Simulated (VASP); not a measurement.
# BeZn2Te3 (Imm2) in VASP: single point with PBE

Aim: the single point of BeZn2Te3 with PBE.

Everything below comes from runs of VASP 6.6.1. Logs are shortened: lines on timing, memory, paths and dates and some standing lists are left out, and cuts for length are marked.

## 1. The structure

Symmetry: Imm2, No. 44, orthorhombic system. The conventional cell has a = 4.239 Å, b = 12.726 Å, c = 6.030 Å, α = 90.00°, β = 90.00°, γ = 90.00°. Be (site symmetry mm2) has 4 Te at 2.45 to 2.51 Å as nearest neighbours. Around Zn (site symmetry m) lie 4 Te at 2.66 to 2.67 Å. Te (site symmetry m) is surrounded by 1 Be at 2.45 Å and 3 Zn at 2.66 to 2.67 Å. Around Te (site symmetry mm2) lie 2 Be at 2.51 Å and 2 Zn at 2.67 Å.

The cell was built by a generator and needn't be a form met in nature.

## 2. Single point, PBE

File INCAR:

```
PREC = Normal
ENCUT = 520
EDIFF = 1E-5
ISMEAR = 0
SIGMA = 0.05
LREAL = Auto
LASPH = True
NELM = 80
ALGO = Fast
ISIF = 2
LWAVE = False
LCHARG = False
GGA = PE
```

File KPOINTS:

```
Automatic mesh
0
Gamma
  5 5 5
```

File POSCAR:

```
BeZn2Te3
1.0
   -2.1195100000      6.3628200000      3.0151900000
    2.1195100000     -6.3628200000      3.0151900000
    4.2390200000     12.7256400000     -6.0303800000
Be Zn Te
2 4 6
Direct
    0.0011190000      0.0011190000      0.0000000000
    0.0011190000      0.0011190000      0.5000000000
    0.3367730000      0.0004930000      0.1681400000
    0.3367730000      0.0004930000      0.6681400000
    0.6642120000      0.0004930000      0.3318600000
    0.6642120000      0.0004930000      0.8318600000
    0.0770670000      0.2349320000      0.4210675000
    0.0770670000      0.2349320000      0.9210675000
    0.3927970000      0.2349320000      0.0789325000
    0.3927970000      0.2349320000      0.5789325000
    0.7779490000      0.2779490000      0.2500000000
    0.7779490000      0.2779490000      0.7500000000
```

Potentials or basis: VASP PAW PBE potentials, release 64 (Be, Zn, Te).

Started as:

```bash
$ cat potpaw_PBE.64/Be/POTCAR potpaw_PBE.64/Zn/POTCAR potpaw_PBE.64/Te/POTCAR > POTCAR
$ mpirun -np 1 vasp_std > vasp.out
```

OUTCAR:

```text
PREC = Normal
   ENCUT = 520
   EDIFF = 1E-5
   ISMEAR = 0
   LREAL = Auto
   LASPH = True
   NELM = 80
   ISIF = 2
   GGA = PE

 ion  position               nearest neighbor table
   1  0.001  0.001  0.000-   8 2.45   9 2.45  11 2.51  12 2.51
   2  0.001  0.001  0.500-   7 2.45  10 2.45  12 2.51  11 2.51
   3  0.337  0.000  0.168-   7 2.66   8 2.66  11 2.67   9 2.67
   4  0.337  0.000  0.668-   8 2.66   7 2.66  12 2.67  10 2.67
   5  0.664  0.000  0.332-  10 2.66   9 2.66  11 2.67   7 2.67
   6  0.664  0.000  0.832-   9 2.66  10 2.66  12 2.67   8 2.67
   7  0.077  0.235  0.421-   2 2.45   3 2.66   4 2.66   5 2.67
   8  0.077  0.235  0.921-   1 2.45   4 2.66   3 2.66   6 2.67
   9  0.393  0.235  0.079-   1 2.45   6 2.66   5 2.66   3 2.67
  10  0.393  0.235  0.579-   2 2.45   5 2.66   6 2.66   4 2.67
  11  0.778  0.278  0.250-   1 2.51   2 2.51   5 2.67   3 2.67
  12  0.778  0.278  0.750-   2 2.51   1 2.51   6 2.67   4 2.67

  LATTYP: Found a base centered monoclinic cell.
 ALAT       =    13.4130982241
 B/A-ratio  =     0.4495888943
 C/A-ratio  =     0.6320717152
 COS(beta)  =    -0.3160358576

  Lattice vectors:

 A1 = (  -2.1195100000,   6.3628200000,  -3.0151900000)
 A2 = (  -2.1195100000,   6.3628200000,   3.0151900000)
 A3 = (   8.4780400000,   0.0000000000,   0.0000000000)

Analysis of symmetry for initial positions (statically):
=====================================================================
 Subroutine PRICEL returns following result:

  LATTYP: Found a body centered orthorhombic cell.
 ALAT       =     4.2390200000
 B/A-ratio  =     1.4225882397
 C/A-ratio  =     3.0020240527

  Lattice vectors:

 A1 = (  -2.1195100000,   6.3628200000,  -3.0151900000)
 A2 = (   2.1195100000,   6.3628200000,   3.0151900000)
 A3 = (   2.1195100000,  -6.3628200000,  -3.0151900000)

   2 primitive cells build up your supercell.

 Routine SETGRP: Setting up the symmetry group for a
 base centered monoclinic supercell.

 Subroutine GETGRP returns: Found  2 space group operations
 (whereof  2 operations were pure point group operations)
 out of a pool of  4 trial point group operations.

The static configuration has the point symmetry C_2 .

Analysis of symmetry for dynamics (positions and initial velocities):
=====================================================================
 Subroutine PRICEL returns following result:

  LATTYP: Found a body centered orthorhombic cell.
 ALAT       =     4.2390200000
 B/A-ratio  =     1.4225882397
 C/A-ratio  =     3.0020240527

  Lattice vectors:

 A1 = (  -2.1195100000,   6.3628200000,  -3.0151900000)
 A2 = (   2.1195100000,   6.3628200000,   3.0151900000)
 A3 = (   2.1195100000,  -6.3628200000,  -3.0151900000)

   2 primitive cells build up your supercell.

 Routine SETGRP: Setting up the symmetry group for a
 base centered monoclinic supercell.

 Subroutine GETGRP returns: Found  2 space group operations
 (whereof  2 operations were pure point group operations)
 out of a pool of  4 trial point group operations.

The dynamic configuration has the point symmetry C_2 .

 Subroutine INISYM returns: Found  2 space group operations
 (whereof  2 operations are pure point group operations),
 and found     2 'primitive' translations

----------------------------------------------------------------------------------------

                                     Primitive cell

  volume of cell :     162.6521

  direct lattice vectors                    reciprocal lattice vectors
    -2.119510000  6.362820000 -3.015190000     0.000000000  0.078581509 -0.165827029
     2.119510000  6.362820000  3.015190000     0.235903581  0.078581509  0.000000000
     2.119510000 -6.362820000 -3.015190000     0.235903581  0.000000000 -0.165827029

  length of vectors
     7.353174262  7.353174262  7.353174262     0.183503834  0.248647448  0.288355862

  position of ions in fractional coordinates (direct lattice)
     0.998881000  0.000000000  0.998881000
     0.335787000  0.336280000  0.999507000
     0.663227000  0.663720000  0.999508000
     0.607203000  0.842135000  0.765068000
     0.922933000  0.157865000  0.765068000
     0.222051000  0.500000000  0.722051000

  ion indices of the primitive-cell ions
   primitive index   ion index
                 1           1
                 2           3
                 3           6
                 4           8
                 5           9
                 6          11

----------------------------------------------------------------------------------------

 KPOINTS: Automatic mesh

Automatic generation of k-mesh.
 Grid dimensions read from file:
 generate k-points for:    5    5    5

 Generating k-lattice:

  Cartesian coordinates                     Fractional coordinates (reciprocal lattice)
     0.000000000  0.015716302  0.033165406     0.200000000  0.000000000  0.000000000
     0.047180716  0.000000000  0.033165406    -0.000000000  0.200000000  0.000000000
     0.023590358  0.007858151  0.000000000    -0.000000000  0.000000000  0.200000000

  Length of vectors
     0.036700767  0.057671172  0.024864745

  Shift w.r.t. Gamma in fractional coordinates (k-lattice)
     0.000000000  0.000000000  0.000000000

 Subroutine IBZKPT returns following result:
 ===========================================

 Found     39 irreducible k-points:

 Following reciprocal coordinates:
            Coordinates               Weight
  0.000000  0.000000  0.000000      1.000000
  0.200000 -0.000000  0.000000      4.000000
  0.400000 -0.000000  0.000000      4.000000
 -0.000000  0.200000  0.000000      4.000000
  0.200000  0.200000 -0.000000      4.000000
  0.400000  0.200000 -0.000000      4.000000
[... 16 lines left out ...]
  0.400000  0.400000  0.200000      2.000000
 -0.400000  0.400000  0.200000      2.000000
 [... further k-points ...]
   k-points           NKPTS =     39   k-points in BZ     NKDIM =     39   number of bands    NBANDS=     52
   number of dos      NEDOS =    301   number of ions     NIONS =     12
   total plane-waves  NPLWV = 148176
   dimension x,y,z NGX =    42 NGY =   42 NGZ =   84
   dimension x,y,z NGXF=    84 NGYF=   84 NGZF=  168
   ions per type =               2   4   6
   NGX,Y,Z   is equivalent  to a cutoff of   9.50,  9.50,  9.50 a.u.
   NGXF,Y,Z  is equivalent  to a cutoff of  18.99, 18.99, 18.99 a.u.
 SYSTEM =  unknown system
   PREC   = normal    normal or accurate (medium, high low for compatibility)
   ISTART =      0    job   : 0-new  1-cont  2-samecut
   ICHARG =      2    charge: 1-file 2-atom 10-const
   ISPIN  =      1    spin polarized calculation?
   LNONCOLLINEAR =      F non collinear calculations
   LSORBIT =      F    spin-orbit coupling
   LASPH  =      T    aspherical Exc in radial PAW
   ENCUT  =  520.0 eV  38.22 Ry    6.18 a.u.  13.67 13.67 27.34*2*pi/ulx,y,z
   NELM   =     80;   NELMIN=  2; NELMDL= -5     # of ELM steps
   EDIFF  = 0.1E-04   stopping-criterion for ELM
   LREAL  =      T    real-space projection
   EDIFFG = 0.1E-03   stopping-criterion for IOM
   NSW    =      0    number of steps for IOM
   IBRION =     -1    ionic relax: 0-MD 1-quasi-New 2-CG
   NFREE  =      0    steps in history (QN), initial steepest desc. (CG)
   ISIF   =      2    stress and relaxation
   ISYM   =      2    0-nonsym 1-usesym 2-fastsym
   POTIM  = 0.5000    time-step for ionic-motion
   TEBEG  =    0.0;   TEEND  =   0.0 temperature during run
   PSTRESS=    0.0 pullay stress
   NELECT =      88.0000    total number of electrons
   NUPDOWN=      -1.0000    fix difference up-down
   EMIN   =  10.00;   EMAX   =-10.00  energy-range for DOS
   EFERMI =   0.00;   METHOD = LEGACY
   ISMEAR =     0;   SIGMA  =   0.05  broadening in eV -4-tet -1-fermi 0-gaus
   EFERMI_NEDOS =   21; number of points for ismear=-14 and -15
   IALGO  =     68    algorithm
   IMIX   =      4    mixing-type and parameters
     AMIX     =   0.40;   BMIX     =  1.00
     AMIX_MAG =   1.60;   BMIX_MAG =  1.00
  volume/ion in A,a.u.               =      27.11       182.94
  Fermi-wavevector in a.u.,A,eV,Ry     =   1.058780  2.000804 15.252341  1.121015
  Thomas-Fermi vector in A             =   2.194102
   LORBIT       =      0    0 simple, 1 ext, 2 COOP (PROOUT), +10 PAW based schemes
   GGA     = PE    functional components
   LHFCALC =     F    Hartree Fock is set to
   AEXX    =    0.0000 exact exchange contribution
   IVDW    =     0    specifies the selected vdW correction
   LEPSILON=     F    determine dielectric tensor
   LRPA    =     F    only Hartree local field effects (RPA)
 non-spin polarized calculation
 RMM-DIIS sequential band-by-band and
 Gauss-broadening in eV      SIGMA  =   0.05
  energy-cutoff  :      520.00
  volume of cell :      325.30
 maximum number of plane-waves:      8779
   NGX = 27   NGY = 27   NGZ = 55

 number of electron      88.0000030 magnetization

 Free energy of the ion-electron system (eV)
  ---------------------------------------------------
  ext. energy  EPLUGINS =         0.00000000
  ---------------------------------------------------
  free energy    TOTEN  =       -35.86428430 eV

  energy without entropy =      -35.86428430  energy(sigma->0) =      -35.86428430

 E-fermi :   3.7670     XC(G=0):  -8.8725

 val. band max:        3.5193262942   @ k =   0.0000   0.0000   0.0000
 cond. band min:       5.2288243250   @ k =   0.0000   0.0000   0.0000
 fundamental gap:      1.7094980307
 Fermi energy:         3.7670326326

 k-point     1 :       0.0000    0.0000    0.0000
  band No.  band energies     occupation
      1      -8.2897      2.00000
      2      -7.3160      2.00000
      3      -7.2528      2.00000
      4      -7.1086      2.00000
      5      -7.0240      2.00000
      6      -6.9889      2.00000
[... 44 lines left out ...]
     51       7.5802      0.00000
     52       7.6237      0.00000
[... 1263 lines left out ...]
     51       7.0570      0.00000
     52       7.3288      0.00000

 [... further k-points ...]
[... 5 lines left out ...]
  --------------------------------------------------------------------------------------
  -------------------------------------------------------------------------------------
  Total        0.0004219     -0.0918383     -0.0513285     -0.0014838      0.0000000      0.0000000
  in kB        0.0020777     -0.4523190     -0.2528011     -0.0073078      0.0000000      0.0000000
  external PRESSURE =      -0.2343475 kB  Pullay stress =       0.0000000 kB

 VOLUME and BASIS-vectors are now :
 -----------------------------------------------------------------------------
  energy-cutoff  :      520.00
  volume of cell :      325.30
      direct lattice vectors                 reciprocal lattice vectors
    -2.119510000  6.362820000  3.015190000     0.000000000  0.078581509  0.165827029
     2.119510000 -6.362820000  3.015190000     0.235903581  0.000000000  0.165827029
     4.239020000 12.725640000 -6.030380000     0.117951791  0.039290755  0.000000000

 POSITION                                       TOTAL-FORCE (eV/Angst)
 -----------------------------------------------------------------------------------
      0.00000      0.00000      0.00675         0.000000     -0.000000      0.002733
      2.11951      6.36282     -3.00844         0.000000     -0.000000      0.002733
      0.00000      4.27938      0.00297        -0.000007      0.002784     -0.000220
      2.11951     10.64220     -3.01222        -0.000007      0.002784     -0.000220
      0.00000      8.44626      0.00297         0.000007     -0.002784     -0.000220
      2.11951     14.80908     -3.01222         0.000007     -0.002784     -0.000220
      2.11951      4.35389     -1.59846         0.000009     -0.005152      0.004289
      4.23902     10.71671     -4.61365         0.000009     -0.005152      0.004289
     -0.00000      2.00893      1.41673        -0.000009      0.005152      0.004289
      2.11951      8.37175     -1.59846        -0.000009      0.005152      0.004289
      0.00000      6.36282      1.67614        -0.000000     -0.000000     -0.010872
      2.11951     12.72564     -1.33905        -0.000000     -0.000000     -0.010872
 -----------------------------------------------------------------------------------
    total drift:                               -0.001040      0.003090     -0.000469

  FREE ENERGIE OF THE ION-ELECTRON SYSTEM (eV)
  ---------------------------------------------------
  free  energy   TOTEN  =       -35.8642842955 eV

  energy  without entropy=      -35.8642842955  energy(sigma->0) =      -35.86428430
```

Wall time 13 min (1 thread of AMD EPYC 7R13 (Zen 3), shared host); peak memory 0.6 GiB.

Results:

| Property | Result |
| --- | --- |
| Free energy | -35.8643 eV |
| Pressure | 0.0 GPa |
| Largest force | 0.011 eV/Å |
| Band gap on the k mesh | 1.71 eV |

Forces in eV/Å, atoms in the order of the input:
```
Be   0.000  0.000  0.003
Be   0.000  0.000  0.003
Zn   0.000  0.003  0.000
Zn   0.000  0.003  0.000
Zn   0.000 -0.003  0.000
Zn   0.000 -0.003  0.000
Te   0.000 -0.005  0.004
Te   0.000 -0.005  0.004
Te   0.000  0.005  0.004
Te   0.000  0.005  0.004
Te   0.000  0.000 -0.011
Te   0.000  0.000 -0.011
```

Levels at points of the mesh, in eV from the valence-band top:
```
           k point  band 42  band 43  band 44  band 45  band 46  band 47
(0.00, 0.00, 0.00)    -0.10    -0.08     0.00     1.71     2.10     2.26
```

Caveat: spin-orbit coupling is left out, which moves the levels of the heavy elements; an odd mesh through Γ misses points on the zone boundary, where band edges often lie.
